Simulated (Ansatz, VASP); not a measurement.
HfMoC2: VASP beside Ansatz

INCAR

```
SYSTEM = HfMoC2
PREC = Accurate
ENCUT = 520
EDIFF = 1E-6
ISMEAR = -1
SIGMA = 0.05
LREAL = .False.
LASPH = .True.
NELM = 60
ALGO = Normal
ISIF = 2
LWAVE = .False.
LCHARG = .False.
GGA = PS
NBANDS = 24
```

File KPOINTS:

```
Automatic mesh
0
Gamma
  8 8 6
  0 0 0
```

Contents of POSCAR:

```
HfMoC2
1.0
    3.2540158126      0.0000000000      0.0000000000
    0.0000000000      3.2540158126      0.0000000000
    0.0000000000      0.0000000000      4.5731307251
Hf Mo C
1 1 2
Direct
    0.0000000000      0.0000000000      0.0000000000
    0.5000000000      0.5000000000      0.5000000000
    0.5000000000      0.5000000000      0.0000000000
    0.0000000000      0.0000000000      0.5000000000
```

The input input.yaml:

```yaml
crystal:
  lattice:
    - [3.2540158126, 0.0, 0.0]
    - [0.0, 3.2540158126, 0.0]
    - [0.0, 0.0, 4.5731307251]
  atoms:
    - { symbol: Hf, position: [0.0, 0.0, 0.0] }
    - { symbol: Mo, position: [0.5, 0.5, 0.5] }
    - { symbol: C, position: [0.5, 0.5, 0.0] }
    - { symbol: C, position: [0.0, 0.0, 0.5] }
kpoints:
  mp_grid: { grid: [8, 8, 6] }
scf:
  occupations: { method: fermi_dirac, width: 0.05 }
hamiltonian:
  xc: pbesol
  pseudopotentials: { kind: all_electron, lapw: { basis_error: 0.001 } }
output:
  forces: true
  stress: true
  eigenvalues: true
```

Change from the starting cell: volume scaled by 1.06.

Alike in both runs: task single point; functional PBEsol; k mesh 8 × 8 × 6; occupations fermi-dirac, width 0.05 eV; no spin polarisation.

|  | VASP | Ansatz |
| --- | --- | --- |
| version | VASP 6.6.1 | Ansatz 0.2.0 |
| potentials or method | VASP PAW PBE potentials, release 64 (Hf_pv, Mo_sv, C) | all-electron LAPW, scalar-relativistic |
| plane-wave cutoff (eV) | 520 | see its input |

```csv
,VASP,Ansatz,Ansatz less VASP
gap on the k mesh at the Fermi level (eV),none,none,-
pressure (GPa),-22.3,-22.2,+0.09
largest component of the traceless stress (GPa),2.66,2.68,+0.022
```

A gap of «none» marks a metal or a gap that the smearing closes. Ansatz ran all-electron here, so the differences hold the error of VASP's frozen core and of both bases.

Caveats: so large a pressure means that the cell lies far from this level's equilibrium, or that cutoff or potentials fall short (VASP); the potentials were made for another functional, which shifts forces and pressure (VASP). Spin-orbit coupling is left out, which matters for the levels of Hf.
